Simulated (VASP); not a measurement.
## The Sommerfeld expansion tested on Zr

How do entropy and free energy of the electrons in Zr grow with the Fermi-Dirac width, and how far does the Sommerfeld expansion hold?

Method: PBEsol; plane waves and PAW (Zr_sv), in the first sound run; inputs show where later runs differ, in VASP 6.6.1.

Most raw output is cut from this account.

### 1. Set-up

The structure is hexagonal, space group P6_3/mmc (No. 194). The conventional cell has a = 3.230 Å, b = 3.230 Å, c = 5.145 Å, α = 90.00°, β = 90.00°, γ = 120.00°. Nearest to Zr lie 12 Zr at 3.18 to 3.23 Å.

As a file:

```cif
data_structure
_symmetry_space_group_name_H-M 'P6_3/mmc'
_symmetry_Int_Tables_number 194
_cell_length_a 3.2300
_cell_length_b 3.2300
_cell_length_c 5.1454
_cell_angle_alpha 90.000
_cell_angle_beta 90.000
_cell_angle_gamma 120.000
_cell_volume 46.49
loop_
_atom_site_label
_atom_site_type_symbol
_atom_site_symmetry_multiplicity
_atom_site_Wyckoff_symbol
_atom_site_fract_x
_atom_site_fract_y
_atom_site_fract_z
_atom_site_occupancy
Zr1 Zr 2 d 0.33333 0.66667 0.75000 1
```

### 2. Relax the crystal, PBEsol

The cell is relaxed and then held.

This step took 2 runs in a row; the last is shown.

Level: PBEsol; plane waves and PAW (Zr_sv).

INCAR reads:

```
SYSTEM = Zr
PREC = Accurate
ENCUT = 450
EDIFF = 1E-07
NELM = 120
ISMEAR = 1
SIGMA = 0.15
LREAL = .FALSE.
ALGO = Normal
GGA = PS
NBANDS = 18
LASPH = .TRUE.
LORBIT = 11
LWAVE = .FALSE.
LCHARG = .FALSE.
KPAR = 8
IBRION = 2
NSW = 40
ISIF = 3
EDIFFG = -0.005
POTIM = 0.4
```

POSCAR reads:

```
Zr
1.0
    3.1872800329      0.0000000000      0.0000000000
   -1.5936400165      2.7602654775      0.0000000000
    0.0000000000      0.0000000000      5.1152779557
Zr
2
Direct
    0.0000000000      0.0000000000      0.0000000000
    0.3333333333      0.6666666667      0.5000000000
```

KPOINTS reads:

```
Automatic mesh
0
Gamma
15 15 9
0 0 0
```

The projector-augmented-wave data sets are Zr_sv (PBE family, release 64).

Started as:

```
> mpirun -np 8 vasp_std
```

It took 14 s on 8 MPI ranks of Intel Xeon Platinum 8259CL at 2.50GHz (Skylake/Cascade Lake), shared host; peak memory 1.6 GiB; 1.8 min of CPU time.

This run gave:

| Item | Value |
| --- | --- |
| energy(sigma→0) of the program | -18.1644 eV |
| stress, compression positive | xx, yy, zz -0.01, -0.01, 0.00 GPa |
| volume | 45.003 Å³ |
| ionic steps | 1 |

### 3. Tetrahedra, PBEsol

Tetrahedra give the density of states at the Fermi level without smearing.

Level: PBEsol; plane waves and PAW (Zr_sv).

INCAR reads:

```
SYSTEM = Zr
PREC = Accurate
ENCUT = 450
EDIFF = 1E-08
NELM = 100
ISMEAR = -5
SIGMA = 0.15
LREAL = .FALSE.
ALGO = Normal
GGA = PS
NBANDS = 28
LASPH = .TRUE.
LORBIT = 11
LWAVE = .FALSE.
LCHARG = .FALSE.
KPAR = 2
ISIF = 2
NEDOS = 3001
```

POSCAR is that of step 2.

KPOINTS reads:

```
Automatic mesh
0
Gamma
28 28 16
0 0 0
```

Started as:

```
> mpirun -np 2 vasp_std
```

Wall time 5.3 min (2 MPI ranks); peak memory 1.3 GiB.

Numbers from this step:

```
energy(sigma→0) of the program : -18.1630 eV
```

The run ends at a pressure of -0.05 GPa.

### 4. Electron temperature, PBEsol

One member in full: SIGMA = 0.075 eV.

Level: PBEsol; plane waves and PAW (Zr_sv).

Changes to INCAR since step 3:

```diff
@@ -5,4 +5,4 @@
 NELM = 100
-ISMEAR = -5
-SIGMA = 0.15
+ISMEAR = -1
+SIGMA = 0.075
 LREAL = .FALSE.
@@ -17,2 +17 @@
 ISIF = 2
-NEDOS = 3001
```

POSCAR is that of step 3.

KPOINTS is that of step 3.

Started as:

```
> mpirun -np 2 vasp_std
```

Run time: 4.9 min. Hardware: 2 MPI ranks; peak memory 1.1 GiB; 9.7 min of CPU time.

Numbers from this step:

* energy(sigma→0) of the program: -18.1627 eV
* stress, compression positive: xx, yy, zz -0.09, -0.09, 0.05 GPa

The run ends at a pressure of -0.04 GPa.

### 5. The table

The other members went through these steps as far as the tables show, on the same mesh; 7 runs are not shown. The session took 1.7 core hours (wall time by ranks) on a shared machine.

```csv
width kT (eV),temperature (K),free energy less that of the narrowest width (meV/atom),TS (meV/atom),pressure (GPa),shift of the Fermi level (eV)
0.025,290,0.000,2.161,-0.049,0.000
0.050,580,-3.188,8.466,-0.053,-0.012
0.075,870,-8.480,19.074,-0.039,-0.028
0.100,1160,?,?,-0.006,-0.045
0.150,1741,-38.105,82.279,0.134,-0.072
0.200,2321,-71.228,155.839,0.384,-0.089
0.300,3481,-173.149,377.747,1.190,-0.109
```

### 6. The Sommerfeld expansion

At low temperature TS = (π²/3) g (kT)², so TS, twice the difference of energy(sigma→0) and the free energy, over (π²/3)(kT)² is an effective density of states: 1.051, 1.029, 1.031, 1.112, 1.184, 1.276 states/eV/atom in the rows shown.

A least-squares parabola through the 6 rows shown, with σ the width in eV: g = 1.620 σ² + 0.4044 σ + 1.016 (states/eV/atom), r.m.s. residual 0.018 states/eV/atom.

At σ = 0.1 this predicts 1.073 states/eV/atom.

### 7. Checking the prediction

The calculation gives 1.045 states/eV/atom, so the prediction is 0.028 states/eV/atom too high, within twice the residual of the fit.

The parabola in σ is an empirical guide, not the expansion itself. Tetrahedra give g = 1.039 states/eV/atom at the Fermi level, the limit that the series should reach at zero width.

### 8. Outcome

```yaml
density_of_states_at_the_fermi_level_tetrahedra: 1.04 states/eV/atom
sommerfeld_coefficient_from_it: 2.45 mJ per mole of atoms and K²
pressure_at_the_widest_setting: 1.19 GPa
error_of_the_predicted_g: 0.028 states/eV/atom
```

What this shows: Against the tetrahedron value, the effective density of states stands at +1 % at 0.025 eV, -1 % at 0.05 eV, +1 % at 0.1 eV, +23 % at 0.3 eV. At the widest setting the states within reach are denser than those at the Fermi level. The bare coefficient lacks the electron-phonon enhancement of measured heat capacities.

[Lines on the potential files, build, host, timing and source positions are cut from VASP's logs without a mark.]

[Logs are printed without paths, hosts, clocks, repeated set-up lines and the standing remarks that a program may print on its own settings, such as how far it seeks lower states.]

[Hosts, paths, dates, database ids (printed as entryN), source tags and the programs' standing remarks are cut or masked in the printed files.]
